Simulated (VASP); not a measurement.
# Gap of C (Diamond), level by level, part 3 of 6

Aim: the band gap of C (Diamond) at many levels of theory on one cell, with the cost of each. LASPH is on for some levels and off for others; the table marks which. The start is a cell from a database of measured crystal structures.

VASP 6.6.1, plane waves and PAW; the level of theory is named at each step.

So far, least gap on mesh and path (eV): step 2 (bands, level LDA) 4.10; step 3 (bands, level PBE) 4.13; step 4 (bands, level r2SCAN) 4.32; step 5 (bands, level TB-mBJ) 4.95; step 6 (bands, level TPSS) 4.17.

## 7. Bands with BLYP

This step: BLYP; plane waves and PAW (C) (VASP 6.6.1).

BLYP comes from molecular chemistry and underbinds dense solids.

File INCAR:

```
SYSTEM = C
PREC = Accurate
ENCUT = 520
EDIFF = 1E-06
NELM = 100
ISMEAR = 0
SIGMA = 0.02
LREAL = .FALSE.
ALGO = Normal
GGA = B5
ALDAX = 1
AGGAX = 1
AGGAC = 1
ALDAC = 0
NBANDS = 16
LORBIT = 11
LWAVE = .FALSE.
LCHARG = .FALSE.
KPAR = 4
```

File POSCAR:

```
C
1.0
    0.0000000000      1.7833700000      1.7833700000
    1.7833700000      0.0000000000      1.7833700000
    1.7833700000      1.7833700000      0.0000000000
C
2
Direct
    0.0000000000      0.0000000000      0.0000000000
    0.2500000000      0.2500000000      0.2500000000
```

File KPOINTS:

```
Automatic mesh
0
Gamma
7 7 7
0 0 0
```

File KPOINTS_OPT:

```
Line mode
16
Line-mode
Reciprocal
  0.00000000   0.00000000   0.00000000 GAMMA
  0.50000000   0.00000000   0.50000000 X

  0.50000000   0.00000000   0.50000000 X
  0.50000000   0.25000000   0.75000000 W

  0.50000000   0.25000000   0.75000000 W
  0.37500000   0.37500000   0.75000000 K

  0.37500000   0.37500000   0.75000000 K
  0.00000000   0.00000000   0.00000000 GAMMA

  0.00000000   0.00000000   0.00000000 GAMMA
  0.50000000   0.50000000   0.50000000 L

  0.50000000   0.50000000   0.50000000 L
  0.62500000   0.25000000   0.62500000 U

  0.62500000   0.25000000   0.62500000 U
  0.50000000   0.25000000   0.75000000 W

  0.50000000   0.25000000   0.75000000 W
  0.50000000   0.50000000   0.50000000 L

  0.50000000   0.50000000   0.50000000 L
  0.37500000   0.37500000   0.75000000 K

  0.62500000   0.25000000   0.62500000 U
  0.50000000   0.00000000   0.50000000 X
```

Potentials, in the order of the species: C (PBE family, release 64).

Launch:

```sh
mpirun -np 4 vasp_std
```

Numbers of over 12 decimals in the logs are rounded to 6 here.

Log:

```text
[banner, memory and clock lines left out]
running    4 mpi-ranks, on    1 nodes
[...]
[... a notice as in an earlier step ...]

 LDA part: xc-table for (Slater(with rela. corr.)+VWN5), standard interpolation
 POSCAR, INCAR and KPOINTS ok, starting setup
[...]
entering main loop
       N       E                     dE             d eps       ncg     rms          rms(c)
DAV:   1     0.527529513888E+01    0.52753E+01   -0.44962E+03   640   0.497E+02
DAV:   2    -0.171470698692E+02   -0.22422E+02   -0.21709E+02   864   0.113E+02
DAV:   3    -0.174668670068E+02   -0.31980E+00   -0.31970E+00   720   0.101E+01
DAV:   4    -0.174671329025E+02   -0.26590E-03   -0.26589E-03   848   0.368E-01
[...]
DAV:   9    -0.167158099204E+02    0.43072E-04   -0.67387E-05   800   0.536E-02    0.267E-02
DAV:  10    -0.167158200987E+02   -0.10178E-04   -0.11040E-05   712   0.224E-02    0.111E-02
DAV:  11    -0.167158199547E+02    0.14402E-06   -0.33145E-07   632   0.382E-03
   1 F= -.16715820E+02 E0= -.16715820E+02  d E =-.142280E-14
 Start KPOINTS_OPT (optional k-point list driver)
k-point batch [1-20\160]
       N       E                     dE             ncg
DAV:   1     0.768000717008E+03   -0.51038E+04      640
DAV:   2     0.335315248673E+03   -0.43269E+03      848
DAV:   3     0.329019546180E+03   -0.62957E+01      688
DAV:   4     0.329015235193E+03   -0.43110E-02      848
DAV:   5     0.329015231469E+03   -0.37240E-05      736
DAV:   6     0.329015231466E+03   -0.37714E-08      664
[...]
k-point batch [141-160\160]
       N       E                     dE             ncg
DAV:   1     0.529517333161E+03   -0.91794E+04      648
DAV:   2     0.806428006584E+02   -0.44887E+03      848
DAV:   3     0.749303112078E+02   -0.57125E+01      808
DAV:   4     0.749263503857E+02   -0.39608E-02      824
DAV:   5     0.749263471913E+02   -0.31945E-05      800
DAV:   6     0.749263471886E+02   -0.27013E-08      664
```

The job ended after 14 s (4 MPI ranks of AMD EPYC 7R43, shared host; peak memory 0.35 GiB).

From OUTCAR (step 7):

```text
  Total        0.8325517      0.8325517      0.8325517      0.0000000      0.0000000      0.0000000
  in kB      117.5892040    117.5892040    117.5892040      0.0000000      0.0000000      0.0000000
  external PRESSURE =     117.5892040 kB  Pullay stress =       0.0000000 kB

  FREE ENERGIE OF THE ION-ELECTRON SYSTEM (eV)
  ---------------------------------------------------
  free  energy   TOTEN  =       -16.7158199547 eV

  energy  without entropy=      -16.7158199547  energy(sigma->0) =      -16.71581995

[... 3 parts as in an earlier step ...]

[... 1 further part left out ...]
[key lines of the parts left out:]
E-fermi :  10.1149
```

At this level the cell is under a pressure of 11.8 GPa, so at these settings it is away from equilibrium.

Electronic bands along the path, in eV, zero at the valence-band top; v1 is the highest filled band, c1 the lowest empty one:

```
          point      v3     v2     v1     c1     c2     c3     c4
              Γ    0.00   0.00   0.00   5.74   5.74   5.74  13.44
0.47 of the way   -3.95  -3.74  -3.74   4.78  11.11  11.11  11.13
              X  -12.57  -6.17  -6.17   5.13   5.13  16.74  16.74
0.47 of the way  -12.28  -7.04  -7.04   6.95   6.95  15.72  15.72
              W  -11.81  -8.10  -8.10  10.88  10.88  12.41  12.41
0.47 of the way  -11.48  -8.79  -6.56   7.97  11.06  13.41  14.28
              K  -11.55  -9.07  -5.25   6.03  10.97  14.38  15.64
0.53 of the way   -5.90  -4.97  -1.49   7.96   8.79   9.74  13.85
              Γ    0.00   0.00   0.00   5.74   5.74   5.74  13.44
0.47 of the way   -5.88  -1.57  -1.57   7.77   7.77   8.17  14.60
              L  -13.10  -2.75  -2.75   8.64   8.64   9.03  15.94
0.53 of the way  -12.25  -6.05  -3.96   7.33  11.22  12.15  14.90
              U  -11.55  -9.07  -5.25   6.03  10.97  14.38  15.64
0.47 of the way  -11.49  -8.86  -6.30   7.56  11.05  13.59  14.57
              W  -11.81  -8.10  -8.10  10.88  10.88  12.41  12.41
0.47 of the way  -12.00  -6.49  -4.80   8.63   9.73  13.39  14.80
              L  -13.10  -2.75  -2.75   8.64   8.64   9.03  15.94
0.53 of the way  -12.25  -6.05  -3.96   7.33  11.22  12.15  14.90
              K  -11.55  -9.07  -5.25   6.03  10.97  14.38  15.64
      jump to U  -11.55  -9.07  -5.25   6.03  10.97  14.38  15.64
0.53 of the way  -12.35  -7.25  -5.96   5.33   6.77  16.16  16.45
              X  -12.57  -6.17  -6.17   5.13   5.13  16.74  16.74
```

The electronic bands as a text plot (rows in eV, shown from -8.0 to 10.4 only):

```
   10.1 |   ++       ++     +              +       ++  +  +
    9.3 |     +               +         ++++     +  ++++++    +
    8.5 |           +       ++++      ++++++         +++++
    7.8 |  +           +   +  +      ++     +             +
    7.0 | +    +          +    ++   +        +  +          ++  +
    6.2 |+      +  +    ++      ++ +          ++             +
    5.5 |+++     ++              ++                           +++
    4.7 |   +++++
    3.9 |
    3.1 |
    2.4 |
    1.6 |
    0.8 |
    0.1 |*                      ****
   -0.7 | *                    *   **
   -1.5 | **                  * *    **
   -2.2 |                    *  *   *  **
   -3.0 |   *               *  *         ***           ****
   -3.8 |                  *  **           **         **   *
   -4.5 |    **          **   *      *       *       **   * *
   -5.3 |    * *        *                   * **             **
   -6.1 |     * ***          *                  *   **     *   **
   -6.8 |          *   *     *        *            *
   -7.6 |           * *     *                *   *  *       *  *
         Γ       X    W  K        Γ      L     U  W     L   K|U X
```

The gap is 4.45 eV, indirect, from Γ to a point between the labelled ones. Against LDA that is +0.35 eV; this run took 1.3 times the core time.

## 8. Starting orbitals for the hybrid

This step: PBE; plane waves and PAW (C) (VASP 6.6.1).

A hybrid converges badly from random orbitals, so a cheap semilocal run writes a WAVECAR on the same mesh first.

File INCAR:

```
SYSTEM = C
PREC = Accurate
ENCUT = 520
EDIFF = 1E-05
NELM = 100
ISMEAR = 0
SIGMA = 0.02
LREAL = .FALSE.
ALGO = Normal
GGA = PE
NBANDS = 10
LORBIT = 11
LWAVE = .TRUE.
LCHARG = .FALSE.
KPAR = 4
```

POSCAR is that of step 7.

KPOINTS is that of step 7.

Launch:

```sh
mpirun -np 4 vasp_std
```

Log:

```text
[... set-up lines as in an earlier step ...]
 entering main loop
       N       E                     dE             d eps       ncg     rms          rms(c)
DAV:   1    -0.106916354458E+01   -0.10692E+01   -0.52120E+03   416   0.802E+02
DAV:   2    -0.185171703461E+02   -0.17448E+02   -0.16927E+02   526   0.121E+02
DAV:   3    -0.188216142273E+02   -0.30444E+00   -0.30389E+00   474   0.130E+01
DAV:   4    -0.188222043724E+02   -0.59015E-03   -0.59010E-03   436   0.634E-01
DAV:   5    -0.188222052979E+02   -0.92550E-06   -0.92546E-06   460   0.242E-02    0.556E+00
DAV:   6    -0.183423081209E+02    0.47990E+00   -0.26811E-01   412   0.388E+00    0.332E+00
DAV:   7    -0.181807134369E+02    0.16159E+00   -0.32408E-01   432   0.432E+00    0.758E-01
DAV:   8    -0.181824666034E+02   -0.17532E-02   -0.77534E-03   406   0.704E-01    0.440E-02
DAV:   9    -0.181825037532E+02   -0.37150E-04   -0.69006E-05   484   0.708E-02    0.240E-02
DAV:  10    -0.181825233478E+02   -0.19595E-04   -0.15478E-05   414   0.378E-02    0.522E-03
DAV:  11    -0.181825234059E+02   -0.58101E-07   -0.20914E-07   218   0.458E-03
   1 F= -.18182523E+02 E0= -.18182523E+02  d E =-.316278E-16
 writing wavefunctions
```

The job ended after 3 s (4 MPI ranks; peak memory 0.35 GiB; 8.7 s of CPU time).

Parts of OUTCAR (step 8):

```text
   k-points           NKPTS =     20   k-points in BZ     NKDIM =     20   number of bands    NBANDS=     10

   NELECT =       8.0000    total number of electrons

 E-fermi :   9.8386

 k-point     1 :       0.0000    0.0000    0.0000
  band No.  band energies     occupation
      1     -11.7466      2.00000
      2       9.7313      2.00000
      3       9.7313      2.00000
      4       9.7313      2.00000
      5      15.3208      0.00000
      6      15.3208      0.00000
      7      15.3208      0.00000
      8      23.0632      0.00000
      9      29.0247      0.00000
    ...

  Total        0.1752812      0.1752812      0.1752812      0.0000000      0.0000000      0.0000000
  in kB       24.7566255     24.7566255     24.7566255      0.0000000      0.0000000      0.0000000
  external PRESSURE =      24.7566255 kB  Pullay stress =       0.0000000 kB

  FREE ENERGIE OF THE ION-ELECTRON SYSTEM (eV)
  ---------------------------------------------------
  free  energy   TOTEN  =       -18.1825234059 eV

  energy  without entropy=      -18.1825234059  energy(sigma->0) =      -18.18252341

[... 10 parts as in an earlier step ...]

[... 7 further parts left out ...]
```

The gap is read on the k-mesh alone, so it is an upper bound where the band edges lie off the mesh.

A gap read on the k-mesh alone can miss the band edges.

This step gave:

| Item | Value |
| --- | --- |
| bands | 10 |
| free energy (TOTEN) | -18.18 eV |
| Fermi energy | 9.839 eV |
| pressure | 2.476 GPa |
| conduction bottom at k | 0.4286, 0.4286, 0 |
| gap on the k-mesh | 4.261 eV |
| least direct gap on the k-mesh | 5.590 eV |

## 9. Bands with HSE06

This step: HSE06; plane waves and PAW (C) (VASP 6.6.1).

HSE06 mixes in a quarter of exact exchange at short range, at far higher cost; in semiconductors this cures much of the gap error, while metals seldom gain.

File INCAR:

```
SYSTEM = C
PREC = Accurate
ENCUT = 520
EDIFF = 1E-06
NELM = 100
ISMEAR = 0
SIGMA = 0.02
LREAL = .FALSE.
ALGO = Normal
LHFCALC = .TRUE.
AEXX = 0.25
GGA = PE
HFSCREEN = 0.2
LASPH = .TRUE.
NBANDS = 10
PRECFOCK = Fast
LORBIT = 11
LWAVE = .FALSE.
LCHARG = .FALSE.
KPAR = 4
```

POSCAR is that of step 8.

KPOINTS is that of step 8.

Edit KPOINTS_OPT of step 7 so:

```diff
@@ -1,3 +1,3 @@
 Line mode
-16
+6
 Line-mode
```

The WAVECAR or CHGCAR of an earlier step is read.

Launch:

```sh
mpirun -np 4 vasp_std
```

Log:

```text
[banner, memory and clock lines left out]
running    4 mpi-ranks, on    1 nodes
[...]
LDA part: xc-table for (Slater+PW92), standard interpolation
 found WAVECAR, reading the header
 POSCAR, INCAR and KPOINTS ok, starting setup
[...]
reading WAVECAR
 the WAVECAR file was read successfully
 initial charge from wavefunction
 entering main loop
       N       E                     dE             d eps       ncg     rms          rms(c)
DAV:   1    -0.210862327087E+02   -0.21086E+02   -0.28535E-01   414   0.416E+00    0.716E-01
DAV:   2    -0.210865694504E+02   -0.33674E-03   -0.14362E-03   430   0.322E-01    0.448E-01
DAV:   3    -0.210860014032E+02    0.56805E-03   -0.36872E-04   420   0.158E-01    0.243E-01
DAV:   4    -0.210858477497E+02    0.15365E-03   -0.11356E-04   408   0.913E-02    0.130E-01
DAV:   5    -0.210858060812E+02    0.41669E-04   -0.26968E-05   422   0.449E-02    0.697E-02
DAV:   6    -0.210857941141E+02    0.11967E-04   -0.64439E-06   420   0.225E-02    0.376E-02
DAV:   7    -0.210857905632E+02    0.35510E-05   -0.16067E-06   394   0.115E-02    0.204E-02
DAV:   8    -0.210857895608E+02    0.10024E-05   -0.36611E-07   206   0.571E-03    0.115E-02
DAV:   9    -0.210857892457E+02    0.31508E-06   -0.13122E-07   206   0.372E-03
   1 F= -.21085789E+02 E0= -.21085789E+02  d E =-.326892E-30
 Start KPOINTS_OPT (optional k-point list driver)
k-point batch [1-20\60]
       N       E                     dE             ncg
DAV:   1     0.263086271967E+03   -0.83945E+04      400
DAV:   2    -0.146322396624E+03   -0.40941E+03      512
DAV:   3    -0.166001420553E+03   -0.19679E+02      492
DAV:   4    -0.166189988397E+03   -0.18857E+00      440
DAV:   5    -0.166191940462E+03   -0.19521E-02      444
DAV:   6    -0.166191943969E+03   -0.35069E-05      452
DAV:   7    -0.166191943977E+03   -0.79987E-08      364
[...]
k-point batch [41-60\60]
       N       E                     dE             ncg
DAV:   1     0.174011454481E+03   -0.88431E+04      416
DAV:   2    -0.210242177232E+03   -0.38425E+03      508
DAV:   3    -0.220936317111E+03   -0.10694E+02      500
DAV:   4    -0.221019067771E+03   -0.82751E-01      484
DAV:   5    -0.221019267289E+03   -0.19952E-03      470
DAV:   6    -0.221019267541E+03   -0.25223E-06      460
```

It took 5.3 min on 4 MPI ranks; peak memory 0.75 GiB.

OUTCAR, selected parts (step 9):

```text
 POSITION                                       TOTAL-FORCE (eV/Angst)
 -----------------------------------------------------------------------------------
      0.00000      0.00000      0.00000         0.000000     -0.000000     -0.000000
      0.89168      0.89168      0.89168        -0.000000      0.000000      0.000000
 -----------------------------------------------------------------------------------
    total drift:                               -0.000000     -0.000000     -0.000000

  FREE ENERGIE OF THE ION-ELECTRON SYSTEM (eV)
  ---------------------------------------------------
  free  energy   TOTEN  =       -21.0857892457 eV

  energy  without entropy=      -21.0857892457  energy(sigma->0) =      -21.08578925

[... 1 part as in an earlier step ...]

[... 2 further parts left out ...]
[key lines of the parts left out:]
E-fermi :   9.2575
```

Electronic bands along the path, in eV, zero at the valence-band top; v1 is the highest filled band, c1 the lowest empty one:

```
          point      v3      v2     v1     c1     c2     c3
              Γ    0.00    0.00   0.00   6.99   6.99   6.99
0.40 of the way   -3.49   -3.49  -3.43   6.00  11.81  11.81
              X  -14.08   -6.87  -6.87   5.93   5.93  19.25
0.40 of the way  -13.84   -7.63  -7.63   7.44   7.44  18.37
              W  -13.24   -9.04  -9.04  12.18  12.18  14.27
0.40 of the way  -12.87   -9.72  -7.61   9.54  12.48  15.17
              K  -12.94  -10.12  -5.86   6.91  12.40  16.57
0.60 of the way   -5.52   -4.52  -1.21   8.82  10.12  10.37
              Γ    0.00    0.00   0.00   6.99   6.99   6.99
0.40 of the way   -5.33   -1.43  -1.43   8.85   8.85   9.22
              L  -14.62   -3.07  -3.07  10.04  10.04  10.36
0.40 of the way  -14.08   -5.40  -3.93   8.98  11.82  12.54
              U  -12.94  -10.12  -5.86   6.91  12.40  16.57
0.60 of the way  -12.87   -9.72  -7.61   9.54  12.48  15.17
              W  -13.24   -9.04  -9.04  12.18  12.18  14.27
0.60 of the way  -13.91   -5.85  -4.41   9.66  10.76  13.80
              L  -14.62   -3.07  -3.07  10.04  10.04  10.36
0.60 of the way  -13.46   -7.49  -4.67   8.13  13.56  14.58
              K  -12.94  -10.12  -5.86   6.91  12.40  16.57
      jump to U  -12.94  -10.12  -5.86   6.91  12.40  16.57
0.60 of the way  -13.89   -7.80  -6.71   6.09   7.30  18.75
              X  -14.08   -6.87  -6.87   5.93   5.93  19.25
```

The electronic bands as a text plot (rows in eV, shown from -8.0 to 7.0 only):

```
    6.7 |+++             +       ++            +             ++
    6.1 |   +    ++                                            ++
    5.4 |    ++++
    4.8 |
    4.2 |
    3.6 |
    2.9 |
    2.3 |
    1.7 |
    1.1 |
    0.4 |
   -0.2 |*                      *****
   -0.8 | **
   -1.4 | **                  ***    *
   -2.1 |                       *  ** **
   -2.7 |                   **          *
   -3.3 |   *                            ***           ***
   -3.9 |                                  **          * **
   -4.6 |                 **  **             *       **    *
   -5.2 |    **                      *      * *           * *
   -5.8 |               **    **               *    ***      *
   -6.4 |    ****                                             **
   -7.1 |        **                             *               *
   -7.7 |          *   *    **               *     **      *   *
         Γ       X    W  K        Γ      L     U  W     L   K|U X
```

The gap is 5.33 eV, indirect, from Γ to a point between the labelled ones. Against LDA that is +1.23 eV; this run took 28 times the core time, on fewer points of the path.

(Continued in part 4 of 6.)

[Lines on the potential files, build, host, timing and source positions are cut from VASP's logs without a mark.]

[Logs are printed without paths, hosts, clocks, repeated set-up lines and the standing remarks that a program may print on its own settings, such as how far it seeks lower states.]

[Hosts, paths, dates, database ids (printed as entryN), source tags and the programs' standing remarks are cut or masked in the printed files.]

[A measured line is paired with the nearest computed mode of its activity, which favours agreement.]
